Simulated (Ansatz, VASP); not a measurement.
## CuNi (Cu-Ni stack, (111) layers) in two plane-wave programs

One calculation is typed for both programs; each brings its own data sets. How far apart do they land? The cell is taken from a series of runs on this material, whose earlier steps may have relaxed, scaled, displaced or heated it; both programs get it as it stands.

Method: plane waves, with VASP 6.6.1 beside it; PBEsol, in Ansatz 0.2.0.

## 1. The structure

The cell holds 2 atoms: 1 Cu and 1 Ni. Cell: a = 2.405 Å, b = 2.405 Å, c = 27.865 Å, α = 90.0°, β = 90.0°, γ = 120.0°. It derives from CuNi. Vacuum lies along c.

As a file:

```cif
data_structure
_symmetry_space_group_name_H-M 'P 1'
_symmetry_Int_Tables_number 1
_cell_length_a 2.4050
_cell_length_b 2.4050
_cell_length_c 27.8645
_cell_angle_alpha 90.000
_cell_angle_beta 90.000
_cell_angle_gamma 120.000
_cell_volume 139.58
loop_
_atom_site_label
_atom_site_type_symbol
_atom_site_fract_x
_atom_site_fract_y
_atom_site_fract_z
_atom_site_occupancy
Cu1 Cu 0.00000 0.00000 0.19745 1
Ni2 Ni 0.33333 0.66667 0.27025 1
```

## 2. Ansatz: zone-centre phonons, PBEsol

Ansatz runs on its default PAW (the set named soft_2) files.

Second derivatives magnify differences that forces hide, and they need a tight electronic threshold.

input.yaml reads:

```yaml
crystal:
  lattice:
    - [2.4049993787, 0.0, 0.0]
    - [-1.2024996894, 2.082790558, 0.0]
    - [0.0, 0.0, 27.8645450283]
  atoms:
    - { symbol: Cu, position: [0.0, 0.0, 0.1974527196] }
    - { symbol: Ni, position: [0.3333333333, 0.6666666667, 0.2702480804] }
  periodic: [true, true, false]
kpoints:
  mp_grid: { grid: [8, 8, 1] }
hamiltonian:
  xc: pbesol
scf:
  occupations: { method: methfessel_paxton, width: 0.2 }
output:
  eigenvalues: true
phonons:
  method: dfpt
  qmesh: [2, 2, 1]
  temperatures: { t_max: 1000, t_step: 50 }
  qpath:
    path:
      - [0.0, 0.0, 0.0]
      - [0.5, 0.0, 0.0]
      - [0.33333333, 0.33333333, 0.0]
      - [0.0, 0.0, 0.0]
    npoints: 10
```

Started as:

```sh
$ ansatz run input.yaml --threads 4 --pin off --max-ram 16384MiB --backend cpu --events-out ev --progress --plain --runs-dir out
```

Numbers of over 12 decimals in the logs are rounded to 6 here.

Log:

```text
Engine: ansatz 0.2.0, aarch64-unknown-linux-gnu
Pseudopotentials: kind: paw
Pseudopotential: Cu, paw, valence charge 19, recommended cutoff 420 eV (normal), Cu.paw.azcp
Pseudopotential: Ni, paw, valence charge 18, recommended cutoff 420 eV (normal), Ni.paw.azcp
Functional definition: PBEsol
  exchange = pbesol_x
  correlation = pbesol_c
Crystal: 2 atoms, lattice volume = 139.577 Å³
Basis set: ecut = 420 eV, 2643 PW (Γ), exchange–correlation on 36×36×384 points (8 copies of the dense FFT grid, shifted against one another)
Bands: 23, of which v1, the nominal top of the filled ones, is band 19 counted from 1 (18 counted from 0)
Symmetry: 6 space group operations
k-points: 10 of 64 (time reversal used)
Non-local potential: Cu, projectors of the file, l = 0: 3, l = 1: 2, l = 2: 3, l = 3: 1
Non-local potential: Ni, projectors of the file, l = 0: 3, l = 1: 2, l = 2: 3, l = 3: 1
PAW form: soft (Blöchl's): semilocal exchange-correlation on the pseudo side does not see the compensation charge
PAW frozen core: Cu, regenerated for the run's functional, and the local potential with it (the file was generated under x = pbe(κ = 0.804, μ = 0.219515), c = pbe(β = 0.066725))
PAW frozen core: Ni, regenerated for the run's functional, and the local potential with it (the file was generated under x = pbe(κ = 0.804, μ = 0.219515), c = pbe(β = 0.066725))
PAW one-centre angular grid: Cu, 590 points (default); XC on 64 Gauss nodes
PAW one-centre angular grid: Ni, 590 points (default); XC on 64 Gauss nodes
Initial density: superposition of atomic densities (neutral atoms: chi_scale 0, normalization atom), corrected by the library's trained network
Initial wavefunctions: pseudopotential atomic-orbital guess
Functional: x = pbesol(κ = 0.804, μ = 0.123457), c = pbesol(β = 0.046)
SCF iter   1: F=—  HF=-12392.427134 eV  |F-HF|=—  |Δ(HF+E_count)|=         —  Δρ=1.21e-2  dr2=1.12e-1  ethr=1.77e-3  ⟨swp⟩=10.5  Hψ=1617  notcnv=0
preconditioner: auto → LDOS  [metal: Δε(μ)=0.055 eV  Ē_g=7.701 eV  σ=0.200 eV  W_gap=0.23  n_scr=18 (ndim 8)  ℏωp=14.4 eV  f_vac=0.792  D(μ)=3.65/eV (n_scr^D=18)  β→1.0]
SCF iter   2: F=—  HF=-12392.465280 eV  |F-HF|=—  |Δ(HF+E_count)|=   3.81e-2  S|Δr|=    0.00e0  Δρ=1.94e-2  dr2=2.51e-1  ethr=3.02e-4  ⟨swp⟩=2.8  Hψ=604  notcnv=0  defer=4  recentre
SCF iter   3: F=—  HF=-12392.415072 eV  |F-HF|=—  |Δ(HF+E_count)|=   5.02e-2  S|Δr|=    0.00e0  Δρ=4.08e-3  dr2=1.47e-2  ethr=3.02e-4  ⟨swp⟩=3.0  Hψ=543  notcnv=0  defer=4
SCF iter   4: F=—  HF=-12392.412622 eV  |F-HF|=—  |Δ(HF+E_count)|=   2.45e-3  S|Δr|=    0.00e0  Δρ=9.35e-4  dr2=1.44e-3  ethr=3.98e-5  ⟨swp⟩=3.3  Hψ=548  notcnv=0  defer=3
SCF iter   5: F=—  HF=-12392.413148 eV  |F-HF|=—  |Δ(HF+E_count)|=   5.26e-4  S|Δr|=    0.00e0  Δρ=4.43e-4  dr2=1.88e-4  ethr=3.90e-6  ⟨swp⟩=2.7  Hψ=376  notcnv=0  defer=3
SCF iter   6: F=—  HF=-12392.413213 eV  |F-HF|=—  |Δ(HF+E_count)|=   6.52e-5  S|Δr|=    0.00e0  Δρ=1.44e-4  dr2=1.91e-5  ethr=5.09e-7  ⟨swp⟩=2.9  Hψ=364  notcnv=0  defer=3
SCF iter   7: F=—  HF=-12392.413312 eV  |F-HF|=—  |Δ(HF+E_count)|=   9.91e-5  S|Δr|=    0.00e0  Δρ=3.42e-5  dr2=1.50e-6  ethr=5.16e-8  ⟨swp⟩=3.1  Hψ=453  notcnv=0  defer=3
SCF iter   8: F=—  HF=-12392.413328 eV  |F-HF|=—  |Δ(HF+E_count)|=   1.53e-5  S|Δr|=    0.00e0  Δρ=2.95e-5  dr2=1.54e-6  ethr=4.04e-9  ⟨swp⟩=3.1  Hψ=473  notcnv=0  defer=2
SCF iter   9: F=—  HF=-12392.413328 eV  |F-HF|=—  |Δ(HF+E_count)|=   2.83e-7  S|Δr|=    0.00e0  Δρ=3.35e-5  dr2=1.83e-6  ethr=4.04e-9  ⟨swp⟩=1.3  Hψ=243  notcnv=0  defer=2
SCF iter  10: F=—  HF=-12392.413328 eV  |F-HF|=—  |Δ(HF+E_count)|=   1.49e-7  S|Δr|=    0.00e0  Δρ=1.41e-5  dr2=3.00e-7  ethr=4.04e-9  ⟨swp⟩=1.2  Hψ=247  notcnv=0  defer=2
SCF iter  11: F=—  HF=-12392.413328 eV  |F-HF|=—  |Δ(HF+E_count)|=   9.58e-8  S|Δr|=    0.00e0  Δρ=1.83e-6  dr2=4.17e-9  ethr=8.10e-10  ⟨swp⟩=2.2  Hψ=334  notcnv=0  defer=2
SCF iter  12: F=—  HF=-12392.413328 eV  |F-HF|=—  |Δ(HF+E_count)|=   1.38e-7  S|Δr|=    0.00e0  Δρ=1.28e-6  dr2=1.59e-9  ethr=1.13e-11  ⟨swp⟩=3.6  Hψ=510  notcnv=0  defer=2
SCF iter  13: F=—  HF=-12392.413328 eV  |F-HF|=—  |Δ(HF+E_count)|=   6.25e-8  S|Δr|=    0.00e0  Δρ=5.87e-7  dr2=4.43e-10  ethr=4.30e-12  ⟨swp⟩=2.8  Hψ=386  notcnv=0  defer=2
SCF iter  14: F=—  HF=-12392.413328 eV  |F-HF|=—  |Δ(HF+E_count)|=   6.92e-9  S|Δr|=    0.00e0  Δρ=1.09e-7  dr2=1.32e-11  ethr=1.20e-12  ⟨swp⟩=2.4  Hψ=345  notcnv=0  defer=2
SCF iter  15: F=-12392.413328 eV  HF=-12392.413328 eV  |F-HF|=7.28e-11  |Δ(HF+E_count)|=   4.61e-9  S|Δr|=    0.00e0  Δρ=5.77e-8  dr2=4.11e-12  ethr=1.00e-12  ⟨swp⟩=16.4  Hψ=1904  notcnv=0
SCF 1 converged in 15 iterations: F = -12392.413328 eV  dr2 = 4.11e-12
  greatest PAW one-centre occupation: 1.001 electrons in one spin orbital (limit 2), on the Ni atom at site 1 (counted from 0), in its partial waves of l = 1
phonons: the bands overlap, so this run is a metal and interpolates without the dipole-dipole term. If the crystal is really an insulator or semiconductor, its LO-TO splitting is missing
NSCF: frozen V_eff on 10 k-points
WARN: eigensolver did not converge (k=3): 1 band(s) unlocked after 2 eigensolves, warm-restarted (20 sweeps on the last) at ethr=1.98e-12 eV (storage-precision floor; scheduled 1.00e-12 eV) (lowest unlocked band 22, counted from 0; max residual 1.97e-5 eV among the unlocked bands, 1.97e-5 eV over every band; other slots of this pass that fall short are told together in one closing line; warning suppressed until the next SCF loop or pass starts)
NSCF: frozen V_eff on 21 k-points
DFPT response loops at q = (0, 0, 0) (fractional): preconditioner auto → none (partly filled bands, converged f_vac=0.794); β = 0.50; Broyden in place of MSR1
NSCF: frozen V_eff on 42 k-points
DFPT response loops at q = (0, -0.5, 0) (fractional): mixed as the last ones told, above
SCF converged after 15 iterations
Stability not checked: this state was not tested for a lower state beside it, because cold or Methfessel-Paxton smearing, or corrected tetrahedra, fill the levels in a way that the test cannot read (fill_not_monotonic; see scf.lower_state_search)
Free energy (F): -12392.413328 eV
Harris-Foulkes:  -12392.413328 eV  (|F-HF|=7.28e-11)
Internal energy: -12392.405866 eV  (E = F + TS)
E sigma→0 (E₀):  -12392.411463 eV
Entropy (-TS):   -0.007462 eV (-3.731 meV/atom)
Fermi energy:    -5.154608 eV
--- Per-component energies (eV) ---
  E_band       = -1463.070844
  E_kinetic    = 584.150031
  E_local      = -149231.814509  (includes V_loc(G=0)·N_el)
  E_nonlocal   = 1031.431717
  E_hartree    = 73677.017617
  E_xc         = -172.418451
  E_vxc        = -223.247288  (∫ρ·V_xc dr)
  E_paw        = -3223.841953  (= ΣΔE_a)
  E_vpaw       = -977.626857  (= ΣTr[D̂ρ^β])
  E_aug_tail   = 0.000864  (compensation charges beyond the density's cutoff)
  E_ewald      = 64942.665327
  E_core_change = 0.403491  (= ΣΔE_core)
  E_smearing   = -0.007462  (= −TS)
  E_closure    = -0.000000  (closes the sum)
  Σ components = -12392.413328   (vs F -12392.413328, Δ=0.00e0)
--- Band table (eV; the first three rows and the last of 10) ---
  k-point 0: bands = [... 15 lower, -6.6241, -6.5641, -6.5641, -5.2165, -5.2165, -5.0135, -0.4382, 0.0133]
  k-point 1: bands = [... 15 lower, -6.8872, -6.4301, -6.2355, -5.7095, -5.2559, -3.6385, 0.0741, 0.5606]
  k-point 2: bands = [... 15 lower, -6.9271, -6.3921, -5.8629, -5.3514, -4.9462, -1.5325, 1.5943, 2.1932]
  k-point 9: bands = [... 15 lower, -6.1894, -6.0883, -5.4493, -0.8915, -0.0461, 2.5820, 3.1849, 4.4618]
--- Phonons (Γ-DFPT): 4 representative perturbations + reference (Σ response iterations 24) ---
  ASR residual: 8.025e-5 → 0.000e0 eV/Å²; symmetrization residual: 7.738e-6 eV/Å²
  ASR residual per site (eV/Å²): 3.19e-5 8.03e-5
  Γ frequencies (cm⁻¹): 0.00 0.00 0.00 89.18 89.18 225.90
--- Phonons (arbitrary-q DFPT): 2 irreducible q on the 2×2×1 mesh ---
  q = [0.0000, 0.0000, 0.0000] (star 1, of the zone-centre solve; hermiticity 2.70e-6, symmetrization 6.13e-11): 0.00 0.00 0.00 89.18 89.18 225.90
  q = [0.0000, -0.5000, 0.0000] (star 3, 6 solved perturbations on 21 of 64 k-point pairs; hermiticity 1.45e-6, symmetrization 1.22e-9): 113.95 169.09 173.82 210.24 277.78 306.14
  sum rule: each row above includes the acoustic sum rule's correction from the zone centre's row sums; it moved no ω² by more than (0.61 cm⁻¹)²
  mesh force constants: q→R imaginary residual 1.32e-17; ASR residual 8.025e-5 → 0.000e0 eV/Å²; symmetrization residual 1.243e-14 eV/Å²
  interpolated dispersion: 31 rows × 6 modes
  density of states and harmonic sums: on the 30×30×1 q-mesh, interpolated from the force constants of a 2×2×1 supercell (no non-analytic term)
  largest difference from the sums on the solved wave vectors: F 1.28e-1 eV, S 1.90e-4 and C_V 6.15e-5 eV/K
  zero-point energy: 0.068447 eV/cell   skipped modes (ω ≤ 0): 7, of them read as no rigid motion or as one in doubt: 4 (3.333e-2 modes/cell left out, lowest -10.95 cm⁻¹)   left out of the sums: 6.11e-3 of the cell's modes: C_V's classical limit lies that fraction below 3 k_B per atom; for a crystal, a wire or a layer, F and S can be off by more, and a phonons.interpolated_qmesh denser along its periods is the remedy for the sampling
```

The column dr2 measures how far the density is from self-consistency, as an energy; F and HF (Harris–Foulkes) agree once it is small.

(Part 1 of 2 ends here.)

[Lines on the potential files, build, host, timing and source positions are cut from VASP's logs without a mark.]

[Logs are printed without paths, hosts, clocks, repeated set-up lines and the standing remarks that a program may print on its own settings, such as how far it seeks lower states.]

[Hosts, paths, dates, database ids (printed as entryN), source tags and the programs' standing remarks are cut or masked in the printed files.]
